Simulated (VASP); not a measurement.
VASP runs on ZnF2 (space group P4_2/mnm) share one base input (PBE GGA, plane waves, VASP's PBE PAW potentials (set 64)) and change the settings named in each case.

**KPOINTS**
```
Automatic
0
gamma
  5 5 7
```

**POSCAR**
```
ZnF2
1
    4.7235000000     0.0000000000     0.0000000000
    0.0000000000     4.7235000000     0.0000000000
    0.0000000000     0.0000000000     3.1456500000
Zn F
2 4
Direct
  0.0000000000   0.0000000000   0.0000000000
  0.5000000000   0.5000000000   0.5000000000
  0.3030000000   0.3030000000   0.0000000000
  0.8030000000   0.1970000000   0.5000000000
  0.1970000000   0.8030000000   0.5000000000
  0.6970000000   0.6970000000   0.0000000000
```

INCAR:
```
ALGO = Normal
EDIFF = 1E-6
ENCUT = 400
GGA = PE
ISIF = 2
ISMEAR = -1
LASPH = .TRUE.
LCHARG = .FALSE.
LMAXMIX = 4
LREAL = .FALSE.
LWAVE = .FALSE.
NELM = 100
PREC = Accurate
SIGMA = 0.05
SYSTEM = ZnF2
```

POTCAR, in this order: Zn F (PBE.64 set). Program: vasp_std.

| change | E(σ→0) (eV/atom) | pressure (GPa) | largest force (eV/Å) |
|---|---|---|---|
| base run | -3.8768 | -5.44 | 0.019 |
| GGA = PS | -4.1282 | -11.10 | 0.033 |
| KPOINTS 4×4×6 Γ-centred mesh | -3.8764 | -5.49 | 0.019 |
| LDAU = .TRUE., LDAUJ = 0 0, LDAUL = 2 -1, LDAUTYPE = 2, LDAUU = 6.0 0 | -3.8925 | -13.25 | 0.046 |
 Energies of different potentials or functionals have different zeros.  At 400 eV the pressure can carry a Pulay error.

Left out are runs that ran out of time, are held back, or changed the cell or the kind of run, fixed moments of cells without a moment, rows past the twelfth, gaps on odd meshes, pressures of charged cells and columns that move by less than the noise.

The structure is a typed ZnF2 crystal (P4_2/mnm). The cell was not relaxed at this level, its lattice was scaled by up to 2.5 %.
